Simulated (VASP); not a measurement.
# Be3CdSe4: single point with PBE

The system is Be3CdSe4.

```xyz
16
Lattice="7.6779 0.0000 0.0000 0.0000 6.6128 0.0000 0.0000 0.0000 6.2969" Properties=species:S:1:pos:R:3 pbc="T T T"
Be    3.8390    4.5146    3.1328
Be    5.7528    1.0680    3.1303
Be    1.9252    1.0680    3.1303
Be    0.0000    2.0982    6.2813
Be    1.9138    5.5447    6.2788
Be    5.7641    5.5447    6.2788
Cd    0.0000    4.3795    3.1683
Cd    3.8390    2.2332    0.0199
Se    3.8390    4.7117    5.3939
Se    5.9623    0.9833    5.3894
Se    1.7157    0.9833    5.3894
Se    3.8390    2.2813    2.6538
Se    0.0000    1.9011    2.2454
Se    2.1233    5.6294    2.2410
Se    5.5546    5.6294    2.2410
Se    0.0000    4.3315    5.8022
```

The cell was built by a generator and needn't be a form met in nature.

| Item | Value |
| --- | --- |
| Program | VASP 6.6.1 |
| Task | single point |
| Functional | PBE |
| Potentials or basis | VASP PAW PBE potentials, release 64 (Be, Cd, Se) |
| Cutoff | 520 eV |
| k mesh | 3 × 3 × 3 |
| Occupations | gaussian, width 0.05 eV |
| Spin | no spin polarisation |
| Further INCAR settings | PREC = Normal; LREAL = Auto; ALGO = Fast; EDIFF = 1e-05 |

The pressure is 0.0 GPa. The largest force is 0.008 eV/Å and the band gap on the k mesh is 2.49 eV, direct.

Forces on the atoms (eV/Å):
```
Be   0.000  0.002 -0.002
Be   0.000  0.003  0.001
Be   0.000  0.003  0.001
Be   0.000 -0.002 -0.002
Be   0.000 -0.003  0.001
Be   0.000 -0.003  0.001
Cd   0.000  0.003  0.001
Cd   0.000 -0.003  0.001
Se   0.000  0.003  0.005
Se   0.003  0.007 -0.003
Se  -0.003  0.007 -0.003
Se   0.000  0.002 -0.001
Se   0.000 -0.003  0.005
Se   0.003 -0.007 -0.003
Se  -0.003 -0.007 -0.003
Se   0.000 -0.002 -0.001
```

Levels at points of the mesh, in eV from the valence-band top:
```csv
k point,band 38,band 39,band 40,band 41,band 42,band 43,band 44,band 45,band 46,band 47
"(0.00, 0.00, 0.00)",-1.01,-0.45,-0.27,-0.16,0.00,2.49,2.93,3.21,4.00,4.02
```

It took 95 s on 1 thread of Intel(R) Xeon(R) Platinum 8259CL CPU @ 2.50GHz (Skylake/Cascade Lake) (shared host), peak memory 0.29 GiB.

Caveat: an odd mesh through Γ misses points on the zone boundary, where band edges often lie. A hybrid or GW would open this gap; PBE tends to underestimate it.
